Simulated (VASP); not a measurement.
Here is a VASP 6.6.1 calculation.

Contents of INCAR:

```
SYSTEM = Be3Te2Se
  ALGO = Normal
  EDIFF = 1E-7
  EDIFFG = -0.005
  ENCUT = 520
  GGA = PE
  IBRION = 2
  ISIF = 3
  ISMEAR = 0
  KPAR = 8
  LASPH = .TRUE.
  LCHARG = .FALSE.
  LREAL = .FALSE.
  LWAVE = .FALSE.
  NELM = 120
  NSW = 60
  POTIM = 0.3
  PREC = Accurate
  SIGMA = 0.03
```

File KPOINTS:

```
k-points
0
G
  8 8 2
  0 0 0
```

File POSCAR:

```
Be3Te2Se                                
1.0
    3.8887490777     -0.0000000000      0.0000000000
   -1.9443745339      3.3677554924     -0.0000000000
   -0.0000000000      0.0000000000     19.2225865632
  Be              Te              Se            
     6     4     2
Direct
     0.3333333300000021    0.6666666699999979    0.1175313626586511
     0.3333333300000021    0.6666666699999979    0.7913211048660230
     0.6666666699999979    0.3333333300000021    0.9650757452694096
     0.6666666699999979    0.3333333300000021    0.6175313626586511
     0.3333333300000021    0.6666666699999979    0.4650757452694096
     0.6666666699999979    0.3333333300000021    0.2913211048660230
     0.3333333300000021    0.6666666699999979    0.6638886809545755
     0.6666666699999979    0.3333333300000021    0.8366886625496647
     0.3333333300000021    0.6666666699999979    0.3366886625496647
     0.6666666699999979    0.3333333300000021    0.1638886809545684
     0.3333333300000021    0.6666666699999979    0.0003578337016777
     0.6666666699999979    0.3333333300000021    0.5003578337016777
```

Potentials or basis: VASP PAW PBE potentials, release 64 (Be, Te, Se).

Run with:

```sh
$ cat potpaw_PBE.64/Be/POTCAR potpaw_PBE.64/Te/POTCAR potpaw_PBE.64/Se/POTCAR > POTCAR
$ mpirun -np 8 vasp_std > vasp.out
```

Task: Predict the band gap on the k mesh.

Result: 2.04 eV, indirect (least direct gap 2.08 eV).

Task: Estimate the relaxed volume.

Result: 20.97 Å³/atom.

Final structure:
```
CELL_PARAMETERS angstrom
3.88866 0.00000 0.00000
-1.94433 3.36767 0.00000
0.00000 0.00000 19.21991
ATOMIC_POSITIONS crystal
Be 0.33333 0.66667 0.11752
Be 0.33333 0.66667 0.79134
Be 0.66667 0.33333 0.96507
Be 0.66667 0.33333 0.61752
Be 0.33333 0.66667 0.46507
Be 0.66667 0.33333 0.29134
Te 0.33333 0.66667 0.66387
Te 0.66667 0.33333 0.83669
Te 0.33333 0.66667 0.33669
Te 0.66667 0.33333 0.16387
Se 0.33333 0.66667 0.00038
Se 0.66667 0.33333 0.50038
```

Caveat: spin-orbit coupling is left out, which moves the levels of the heavy elements. As with any semilocal functional, this PBE gap is likely too small.
